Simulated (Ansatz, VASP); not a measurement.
# Na12Al13Cl51 in two plane-wave programs, part 2 of 2

One calculation is typed for both programs; each brings its own data sets. How far apart do they land? Of the first pair: The structure shown is frame 262 of Ansatz's trajectory.

VASP 6.6.1 and Ansatz 0.2.0.

So far. Step 3 (VASP: single point, LDA, pair 1): The run ends at a pressure of -0.24 GPa, with forces up to 3.3 eV/Å.

### 5. Ansatz: dynamics, LDA

Level of this step: Ansatz beside VASP: Kohn-Sham DFT, plane waves, LDA (Ansatz).

One frame of this run of dynamics is then solved in both programs, so the motion causes no difference.

The structure compared here is frame 458 of Ansatz's trajectory.

input.yaml reads:

```yaml
crystal:
  lattice:
    - [12.8574, 0.0, 0.0]
    - [0.0, 12.8574, 0.0]
    - [0.0, 0.0, 12.8574]
  atoms:
    - { symbol: Al, position: [0.65832, 0.77683, 0.04256] }
    - { symbol: Al, position: [0.80037, 0.63042, 0.60298] }
    - { symbol: Al, position: [0.13559, 0.52629, 0.9545] }
    - { symbol: Al, position: [0.85106, 0.7918, 0.25625] }
    - { symbol: Al, position: [0.37222, 0.46715, 0.22072] }
    - { symbol: Al, position: [0.92751, 0.45359, 0.21553] }
    - { symbol: Al, position: [0.67661, 0.24018, 0.74983] }
    - { symbol: Al, position: [0.85827, 0.23169, 0.9769] }
    - { symbol: Al, position: [0.8656, 0.17662, 0.22876] }
    - { symbol: Al, position: [0.28653, 0.73142, 0.27855] }
    - { symbol: Al, position: [0.15413, 0.15565, 0.00166] }
    - { symbol: Al, position: [0.86911, 0.21515, 0.5564] }
    - { symbol: Al, position: [0.43961, 0.01442, 0.02265] }
    - { symbol: Cl, position: [0.55811, 0.42873, 0.25923] }
    - { symbol: Cl, position: [0.8231, 0.02275, 0.75025] }
    - { symbol: Cl, position: [0.52512, 0.43387, 0.52153] }
    - { symbol: Cl, position: [0.43418, 0.46828, 0.79534] }
    - { symbol: Cl, position: [0.03661, 0.12526, 0.63272] }
    - { symbol: Cl, position: [0.35108, 0.83946, 0.63488] }
    - { symbol: Cl, position: [0.32468, 0.26473, 0.48795] }
    - { symbol: Cl, position: [0.12522, 0.90142, 0.75761] }
    - { symbol: Cl, position: [0.21523, 0.657, 0.07853] }
    - { symbol: Cl, position: [0.36315, 0.58821, 0.33969] }
    - { symbol: Cl, position: [0.16314, 0.72406, 0.48903] }
    - { symbol: Cl, position: [0.34394, 0.94555, 0.90006] }
    - { symbol: Cl, position: [0.27886, 0.50646, 0.58479] }
    - { symbol: Cl, position: [0.70534, 0.99647, 0.98553] }
    - { symbol: Cl, position: [0.54258, 0.20304, 0.9582] }
    - { symbol: Cl, position: [0.96936, 0.99734, 0.97103] }
    - { symbol: Cl, position: [0.65158, 0.77071, 0.85883] }
    - { symbol: Cl, position: [0.81177, 0.38157, 0.31705] }
    - { symbol: Cl, position: [0.85127, 0.38753, 0.05383] }
    - { symbol: Cl, position: [0.71076, 0.66243, 0.41974] }
    - { symbol: Cl, position: [0.65535, 0.51663, 0.93193] }
    - { symbol: Cl, position: [0.29688, 0.05617, 0.13556] }
    - { symbol: Cl, position: [0.04322, 0.38707, 0.59636] }
    - { symbol: Cl, position: [0.4826, 0.7274, 0.05754] }
    - { symbol: Cl, position: [0.05269, 0.15207, 0.16858] }
    - { symbol: Cl, position: [0.70236, 0.98966, 0.4344] }
    - { symbol: Cl, position: [0.21481, 0.6142, 0.8176] }
    - { symbol: Cl, position: [0.51499, 0.23637, 0.69735] }
    - { symbol: Cl, position: [0.56908, 0.9776, 0.69238] }
    - { symbol: Cl, position: [0.11321, 0.41307, 0.07928] }
    - { symbol: Cl, position: [0.07188, 0.79631, 0.25162] }
    - { symbol: Cl, position: [0.70638, 0.24148, 0.51499] }
    - { symbol: Cl, position: [0.70975, 0.19258, 0.16282] }
    - { symbol: Cl, position: [0.54624, 0.94674, 0.19078] }
    - { symbol: Cl, position: [0.84181, 0.96632, 0.21098] }
    - { symbol: Cl, position: [0.9625, 0.89038, 0.53371] }
    - { symbol: Cl, position: [0.2935, 0.0924, 0.68604] }
    - { symbol: Cl, position: [0.74586, 0.60553, 0.16392] }
    - { symbol: Cl, position: [0.96231, 0.59202, 0.3788] }
    - { symbol: Cl, position: [0.90474, 0.30817, 0.80734] }
    - { symbol: Cl, position: [0.97803, 0.58614, 0.93189] }
    - { symbol: Cl, position: [0.25366, 0.96832, 0.38118] }
    - { symbol: Cl, position: [0.07441, 0.35665, 0.33468] }
    - { symbol: Cl, position: [0.89644, 0.76887, 0.75907] }
    - { symbol: Cl, position: [0.5553, 0.67152, 0.63343] }
    - { symbol: Cl, position: [0.91898, 0.13843, 0.39628] }
    - { symbol: Cl, position: [0.52094, 0.16, 0.34503] }
    - { symbol: Cl, position: [0.7392, 0.46938, 0.67838] }
    - { symbol: Cl, position: [0.35093, 0.31495, 0.14074] }
    - { symbol: Cl, position: [0.29453, 0.26357, 0.88757] }
    - { symbol: Cl, position: [0.48697, 0.81105, 0.40985] }
    - { symbol: Na, position: [0.40008, 0.55991, 0.97469] }
    - { symbol: Na, position: [0.25545, 0.31162, 0.67432] }
    - { symbol: Na, position: [0.41322, 0.77207, 0.81743] }
    - { symbol: Na, position: [0.494, 0.09242, 0.53677] }
    - { symbol: Na, position: [0.18387, 0.51451, 0.40413] }
    - { symbol: Na, position: [0.05602, 0.67299, 0.65541] }
    - { symbol: Na, position: [0.19009, 0.1894, 0.35402] }
    - { symbol: Na, position: [0.9463, 0.77225, 0.01036] }
    - { symbol: Na, position: [0.17593, 0.89683, 0.05114] }
    - { symbol: Na, position: [0.64965, 0.37428, 0.08493] }
    - { symbol: Na, position: [0.64502, 0.84033, 0.56144] }
    - { symbol: Na, position: [0.02669, 0.9853, 0.31456] }
kpoints:
  mp_grid: { grid: [1, 1, 1] }
hamiltonian:
  xc: lda
scf:
  occupations: { method: fermi_dirac, width: 0.069 }
output:
  forces: true
md:
  timestep: 2
  n_steps: 590
  ensemble: nvt_langevin
  temperature: 800
  initial_velocities: maxwell_boltzmann
  seed: 3201
```

Started as:

```
$ ansatz run input.yaml --threads 32 --pin off --max-ram 143360MiB --backend cuda --events-out ev --progress --plain --runs-dir out
```

Numbers of over 12 decimals in the logs are rounded to 6 here.

Log:

```text
[...]
GPU FFT provider: cuFFT
GPU libraries: cuBLAS 13.8.1, cuFFT 12.4.0, cuSOLVER 12.3.2
[...]
Crystal: 76 atoms, lattice volume = 2125.492 Å³
Basis set: ecut = 420 eV, 41755 PW (Γ)
Bands: 328, of which v1, the nominal top of the filled ones, is band 252 counted from 1 (251 counted from 0)
Symmetry: 1 space group operations
k-points: 1
[...]
md step   590: t =  1180.00 fs  T =   911.7 K  F+E_penalty+E_count = -77622.74800700 eV  E_kin = 8.956383 eV  (7 SCF iters)
SCF converged after 7 iterations
Free energy (F): -77622.748007 eV
[...]
Internal energy: -77622.748007 eV  (E = F + TS)
E sigma→0 (E₀):  -77622.748007 eV
Fermi energy:    2.392734 eV
[...]
--- Forces (eV/Å), atoms counted from 1 ---
[... 76 lines of forces left out ...]
  max |Σ_I F_I| component: 3.55e-5 eV/Å
--- MD trajectory: 590 steps, t = 0.0 → 1180.0 fs ---
[...]
```

### 6. VASP: single point, LDA, pair 2

The same cell, functional (in two slightly different forms), mesh and smearing now go to VASP, with its own data sets.

INCAR reads:

```
SYSTEM = Na12Al13Cl51
PREC = Accurate
ENCUT = 400
EDIFF = 1E-06
NELM = 120
ISMEAR = -1
SIGMA = 0.069
LREAL = Auto
ALGO = Normal
GGA = PW92
NBANDS = 296
LORBIT = 11
LWAVE = .FALSE.
LCHARG = .FALSE.
ISIF = 2
LASPH = .TRUE.
GGA_COMPAT = .FALSE.
EFERMI = MIDGAP
NCORE = 2
```

POSCAR reads:

```
Na12Al13Cl51
1.0
   12.8574000000      0.0000000000      0.0000000000
    0.0000000000     12.8574000000      0.0000000000
    0.0000000000      0.0000000000     12.8574000000
Al Cl Na
13 51 12
Direct
    0.7043414687      0.8291723054      0.0991646834
    0.7111080001      0.6397872043      0.6762642525
    0.1910184019      0.5791217509      0.9901690855
    0.8528940532      0.7659402368      0.2787499806
    0.4591130400      0.3570706364      0.3408154059
    0.9347924153      0.4724127740      0.2473283868
    0.7160856783      0.1101311307      0.6736198609
    0.5720441147      0.4555353337      0.8373388088
    0.8290945292      0.2404063030      0.3859256148
    0.2174623174      0.8497052281      0.4696906062
    0.1454415356      0.2421951561      0.0353104049
    0.9947578826      0.2734611974      0.7194300558
    0.4423133760      0.9901224198      0.9933112449
    0.6048656805      0.3704481466      0.2351952961
    0.7788510896      0.0487656914      0.8029617185
    0.5662886742      0.3415931681      0.4638573895
    0.4401356417      0.4937234589      0.9366590446
    0.0816650334      0.1249086129      0.7496850063
    0.2273398976      0.8173503197      0.6348873023
    0.3186491826      0.2697279388      0.4041252508
    0.0309549365      0.8547606826      0.7393407687
    0.2763389177      0.6302985051      0.1209420256
    0.4161805653      0.5244450667      0.3655482446
    0.1480859272      0.7290743074      0.3985253628
    0.4204582575      0.8784046541      0.8845489757
    0.4834569975      0.4658017951      0.7003748814
    0.7770622365      0.8673604306      0.9631029602
    0.4834569975      0.1532191578      0.9428033662
    0.9898579806      0.1870207040      0.0565899793
    0.6710532456      0.6124877502      0.8450386548
    0.8374943612      0.4007030970      0.3893477686
    0.8776268919      0.4332135580      0.1005646554
    0.7223855523      0.6915861683      0.3443931121
    0.6757975952      0.3720036710      0.9279481077
    0.3064383157      0.9546564624      0.1014979700
    0.1339306547      0.3440042310      0.6390094420
    0.5594443667      0.7633736214      0.1190753963
    0.1833963321      0.1764742483      0.1872851432
    0.7132079581      0.1737209700      0.4890568855
    0.2155956881      0.5895437647      0.8331388928
    0.6125655265      0.2112402196      0.7135968392
    0.6684866303      0.9558697715      0.6032323798
    0.1630189618      0.4115917682      0.0556877751
    0.9874002520      0.8353944032      0.1999626674
    0.8511052001      0.2568948621      0.6386205609
    0.7796288519      0.1774853392      0.2301398416
    0.5889993311      0.0194907213      0.0845427536
    0.7443962232      0.9075707375      0.2414951701
    0.8911599546      0.8525829483      0.4473688304
    0.3915255028      0.0653320267      0.7084636085
    0.8109726694      0.6836529936      0.1252974941
    0.9604585686      0.6256319318      0.3129715183
    0.9518254079      0.3367710424      0.8609827803
    0.0339570986      0.6213542396      0.0094575886
    0.1444304447      0.0067354208      0.4352357397
    0.0758318167      0.3958809713      0.2943052250
    0.8356277319      0.7396518736      0.6894084341
    0.5954547576      0.7062080981      0.5569555276
    0.9607696735      0.1500303327      0.4463577395
    0.5211006891      0.0795650754      0.3104049030
    0.7491405727      0.4911568435      0.6266430227
    0.3909810693      0.3305489446      0.1785742063
    0.2375285828      0.1790408636      0.9169038841
    0.3759702584      0.8743602906      0.4209249148
    0.5061676544      0.5312893742      0.1615878794
    0.3625927481      0.2417284988      0.7316409227
    0.4942678924      0.8476052701      0.6625756374
    0.4777793333      0.1452082069      0.4830681164
    0.2354286248      0.4479132640      0.4227915442
    0.9807892731      0.9889246660      0.5770995691
    0.3150714763      0.0352326287      0.2799944001
    0.9715805684      0.7182634125      0.8387698913
    0.2116291008      0.9532253799      0.8117037659
    0.5746885062      0.2272621214      0.0920092709
    0.6568979732      0.8651826963      0.4264470266
    0.0353881811      0.0677897553      0.2262510305
```

KPOINTS reads:

```
Automatic mesh
0
Gamma
1 1 1
0 0 0
```

Potentials, in the order of the species: Al, Cl and Na_pv (LDA family, release 64).

Started as:

```
$ mpirun -np 8 vasp_gam
```

Log:

```text
[banner, memory and clock lines left out]
running    8 mpi-ranks, on    1 nodes
[...]
[... a notice as in an earlier step ...]

 LDA part: xc-table for (Slater(with rela. corr.)+PW92), standard interpolation
 POSCAR, INCAR and KPOINTS ok, starting setup
[...]
entering main loop
       N       E                     dE             d eps       ncg     rms          rms(c)
DAV:   1     0.490525081943E+04    0.49053E+04   -0.20311E+05   632   0.126E+03
DAV:   2     0.366883749193E+03   -0.45384E+04   -0.43673E+04   752   0.318E+02
DAV:   3    -0.276145102183E+03   -0.64303E+03   -0.63697E+03   696   0.139E+02
DAV:   4    -0.307443455295E+03   -0.31298E+02   -0.31096E+02   736   0.368E+01
[...]
DAV:  18    -0.295543114205E+03    0.50011E-05   -0.13617E-05   664   0.978E-03    0.160E-02
DAV:  19    -0.295543113418E+03    0.78779E-06   -0.13546E-05   712   0.679E-03    0.108E-02
DAV:  20    -0.295543113528E+03   -0.11046E-06   -0.29573E-06   528   0.283E-03
   1 F= -.29554311E+03 E0= -.29554311E+03  d E =-.538241E-08
```

From OUTCAR (step 6):

```text
  FREE ENERGIE OF THE ION-ELECTRON SYSTEM (eV)
  ---------------------------------------------------
  free  energy   TOTEN  =      -295.5431135281 eV

  energy  without entropy=     -295.5431135228  energy(sigma->0) =     -295.54311353

[... 1 part as in an earlier step ...]
```

The run ends at a pressure of 0.44 GPa, with forces up to 4.0 eV/Å.

### 7. Differences

What differs besides the data sets and the points named for the pairs above, as far as they apply: the data sets hold 504 valence electrons in Ansatz (on its default PAW (the set named soft_2) files) and 480 in VASP. Total energies have different zeros and are not compared.

Forces on 10 of the 76 atoms, those with the largest forces and the largest differences (eV/Å; atoms numbered as in POSCAR):

```csv
atom,"Ansatz x, y, z","VASP x, y, z"
Al6,"0.203, -0.289, 0.163","0.210, -0.283, 0.177"
Al7,"1.712, -1.808, -2.065","1.714, -1.812, -2.067"
Al9,"-0.306, -2.754, -1.077","-0.303, -2.758, -1.081"
Al10,"0.717, 1.364, 1.136","0.717, 1.372, 1.145"
Al12,"1.914, -0.660, 0.093","1.926, -0.668, 0.087"
Al13,"0.706, 2.150, 2.189","0.701, 2.148, 2.185"
Cl21,"0.242, 1.429, -0.053","0.248, 1.443, -0.063"
Cl28,"-1.262, -0.456, -1.021","-1.268, -0.470, -1.023"
Cl41,"-2.911, 2.581, 0.726","-2.917, 2.590, 0.725"
Na72,"-0.276, -0.749, 0.700","-0.279, -0.763, 0.713"
```

The forces differ by 5.8 meV/Å r.m.s., which is 0.8 % of the r.m.s. force of 0.723 eV/Å (both taken over all components).

### 8. Ansatz: dynamics, LDA

One frame of this run of dynamics is then solved in both programs, so the motion causes no difference.

The structure compared here is frame 590 of Ansatz's trajectory.

input.yaml is that of step 5.

Started as:

```
$ ansatz run input.yaml --threads 32 --pin off --max-ram 143360MiB --backend cuda --events-out ev --progress --plain --runs-dir out
```

Log:

```text
[...]
GPU FFT provider: cuFFT
GPU libraries: cuBLAS 13.8.1, cuFFT 12.4.0, cuSOLVER 12.3.2
[...]
Crystal: 76 atoms, lattice volume = 2125.492 Å³
Basis set: ecut = 420 eV, 41755 PW (Γ)
Bands: 328, of which v1, the nominal top of the filled ones, is band 252 counted from 1 (251 counted from 0)
Symmetry: 1 space group operations
k-points: 1
[...]
md step   590: t =  1180.00 fs  T =   911.7 K  F+E_penalty+E_count = -77622.74800700 eV  E_kin = 8.956383 eV  (7 SCF iters)
SCF converged after 7 iterations
Free energy (F): -77622.748007 eV
[...]
Internal energy: -77622.748007 eV  (E = F + TS)
E sigma→0 (E₀):  -77622.748007 eV
Fermi energy:    2.392734 eV
[...]
--- Forces (eV/Å), atoms counted from 1 ---
[... 76 lines of forces left out ...]
  max |Σ_I F_I| component: 3.55e-5 eV/Å
--- MD trajectory: 590 steps, t = 0.0 → 1180.0 fs ---
[...]
```

### 9. VASP: single point, LDA, pair 3

The same cell, functional (in two slightly different forms), mesh and smearing now go to VASP, with its own data sets.

INCAR is that of step 6.

POSCAR reads:

```
Na12Al13Cl51
1.0
   12.8574000000      0.0000000000      0.0000000000
    0.0000000000     12.8574000000      0.0000000000
    0.0000000000      0.0000000000     12.8574000000
Al Cl Na
13 51 12
Direct
    0.6983526996      0.8213169070      0.0822094669
    0.6887862243      0.6466315118      0.6862196089
    0.2040848072      0.5556333318      0.9811470437
    0.8540606966      0.7549737894      0.3062049870
    0.4621463126      0.3415931681      0.3354488466
    0.9035263739      0.4553797813      0.2568170859
    0.6875418047      0.1073311867      0.6756420427
    0.5651220309      0.4566242008      0.8513385288
    0.8671271019      0.1942072270      0.3947143279
    0.2359730583      0.8060727674      0.5032899342
    0.1304307247      0.2331731143      0.0524989500
    0.9578919533      0.3034050430      0.7233966432
    0.4469799493      0.0030332727      0.9966556224
    0.6079767294      0.4471355017      0.2354286248
    0.7661735654      0.0539766982      0.8091838163
    0.5973213869      0.2911163999      0.4227915442
    0.4785570955      0.4364023831      0.9925023722
    0.0400547545      0.1501081089      0.7345186430
    0.2735389737      0.7336631045      0.6487314698
    0.3340488746      0.2309176039      0.4194471666
    0.0441768942      0.8514163050      0.7455628665
    0.2605503445      0.6511425327      0.0955869771
    0.3870922582      0.4776237809      0.3952587615
    0.1756964861      0.6855196229      0.4051363417
    0.3888811113      0.8898377588      0.8879711295
    0.4660351237      0.4108917822      0.7359963912
    0.7682735234      0.8742825143      0.9396923173
    0.4755238229      0.1497970041      0.9405478557
    0.9689361768      0.1898206480      0.0356681755
    0.6336428827      0.6134210649      0.8525051721
    0.8292500817      0.3597150279      0.3846034190
    0.8872711435      0.4372579215      0.1004091029
    0.6904195249      0.7039525876      0.3478152659
    0.6807752734      0.3431486926      0.8874266959
    0.3097049170      0.9906668533      0.1011868652
    0.0787095369      0.3997697824      0.6059545476
    0.5635665064      0.7313298178      0.0895982080
    0.1662855632      0.1666744443      0.1987960241
    0.7501516636      0.0933781324      0.4898346478
    0.2600836872      0.5450557656      0.8262168090
    0.5607665624      0.2192511705      0.6898750914
    0.6060323238      0.9710361348      0.6277318898
    0.1613078850      0.4005475446      0.0483768102
    0.0037332587      0.7816510336      0.2375285828
    0.8178169770      0.2953163159      0.6452315398
    0.8121393128      0.1499525565      0.2510616454
    0.5937436807      0.9903246380      0.0781651034
    0.7480517056      0.9085040521      0.2117068770
    0.8458941932      0.8672826543      0.4329024531
    0.3527151679      0.0749762783      0.6508314278
    0.8181280819      0.6869195949      0.0962091869
    0.8990153530      0.5963102960      0.3671037690
    0.9199371568      0.3731703144      0.8582606126
    0.0605565666      0.6337984351      0.9958467497
    0.1143310467      0.9420256039      0.5148008151
    0.0629209638      0.4192138379      0.2792944141
    0.8121393128      0.7569959712      0.6927528116
    0.5396892062      0.7006859863      0.6292874143
    0.0023799524      0.1478525985      0.4754460466
    0.5448224369      0.0484545865      0.3523262868
    0.7098635805      0.5127008571      0.6094544776
    0.3926921462      0.3170158819      0.1819185839
    0.2164512265      0.1812185979      0.9229704295
    0.3785368737      0.8651049201      0.4305691664
    0.4183582995      0.6023768414      0.2211644656
    0.3667148879      0.2388507785      0.7854620685
    0.4132250688      0.8966042901      0.6789086440
    0.4777015571      0.1594412556      0.5203229269
    0.1872073670      0.4637018371      0.4365579355
    0.9293014140      0.9470810584      0.6047101280
    0.3493707904      0.0791761943      0.2823276868
    0.9270147930      0.7280632165      0.8753247157
    0.1817630314      0.0070465257      0.7855709552
    0.5592110380      0.2961718543      0.0749762783
    0.5656664644      0.8514940812      0.4016364117
    0.9569897491      0.9732138691      0.1800519545
```

KPOINTS is that of step 6.

Started as:

```
$ mpirun -np 8 vasp_gam
```

Log:

```text
[... set-up lines as in an earlier step ...]
 entering main loop
       N       E                     dE             d eps       ncg     rms          rms(c)
DAV:   1     0.490172494630E+04    0.49017E+04   -0.20282E+05   632   0.127E+03
DAV:   2     0.355799087090E+03   -0.45459E+04   -0.43660E+04   768   0.319E+02
DAV:   3    -0.278513543078E+03   -0.63431E+03   -0.62881E+03   696   0.139E+02
DAV:   4    -0.308687395713E+03   -0.30174E+02   -0.30021E+02   744   0.369E+01
[...]
DAV:  18    -0.296870776872E+03    0.55781E-05   -0.25888E-05   688   0.118E-02    0.135E-02
DAV:  19    -0.296870777573E+03   -0.70114E-06   -0.14613E-05   720   0.639E-03    0.177E-02
DAV:  20    -0.296870777146E+03    0.42682E-06   -0.15249E-06   376   0.233E-03
   1 F= -.29687078E+03 E0= -.29687078E+03  d E =-.692682E-09
```

From OUTCAR (step 9):

```text
  FREE ENERGIE OF THE ION-ELECTRON SYSTEM (eV)
  ---------------------------------------------------
  free  energy   TOTEN  =      -296.8707771465 eV

  energy  without entropy=     -296.8707771458  energy(sigma->0) =     -296.87077715

[... 1 part as in an earlier step ...]
```

The run ends at a pressure of 0.01 GPa, with forces up to 3.0 eV/Å.

### 10. Comparison

What differs besides the data sets and the points named for the pairs above, as far as they apply: the data sets hold 504 valence electrons in Ansatz (on its default PAW (the set named soft_2) files) and 480 in VASP. Total energies have different zeros and are not compared.

Forces on 8 of the 76 atoms, those with the largest forces and the largest differences (eV/Å; atoms numbered as in POSCAR):

```csv
atom,"Ansatz x, y, z","VASP x, y, z"
Al2,"-0.929, 1.466, 0.051","-0.934, 1.467, 0.055"
Al3,"-0.501, -0.160, -1.654","-0.511, -0.167, -1.648"
Al12,"2.476, -0.551, -1.585","2.475, -0.553, -1.586"
Al13,"-0.870, -1.392, 0.973","-0.882, -1.404, 0.974"
Cl17,"-0.976, 1.540, -0.521","-0.986, 1.553, -0.524"
Cl22,"1.643, 0.422, 1.270","1.645, 0.421, 1.270"
Cl26,"-0.893, 0.822, -0.997","-0.882, 0.833, -0.990"
Cl55,"1.733, -1.370, -0.440","1.742, -1.378, -0.441"
```

The forces differ by 4.8 meV/Å r.m.s., which is 0.8 % of the r.m.s. force of 0.633 eV/Å (both taken over all components).

### 11. Outcome

```json
{"r.m.s. force difference (single point, LDA, pair 1)": "1.4 % of the r.m.s. force", "r.m.s. force difference (single point, LDA, pair 2)": "0.81 % of the r.m.s. force", "r.m.s. force difference (single point, LDA, pair 3)": "0.75 % of the r.m.s. force"}
```

What this shows: The r.m.s. force difference is 1.4 % of the r.m.s. force (single point, LDA, pair 1), within the 3 % picked in this series as the mark of a large difference. The data sets hold unlike numbers of valence electrons (504 in Ansatz and 480 in VASP), so part of the differences comes from the potentials. Such differences can come from data sets, numerical settings and the points named under the comparisons, not from the functional's error against experiment.

[Lines on the potential files, build, host, timing and source positions are cut from VASP's logs without a mark.]

[Logs are printed without paths, hosts, clocks, repeated set-up lines and the standing remarks that a program may print on its own settings, such as how far it seeks lower states.]

[Hosts, paths, dates, database ids (printed as entryN), source tags and the programs' standing remarks are cut or masked in the printed files.]
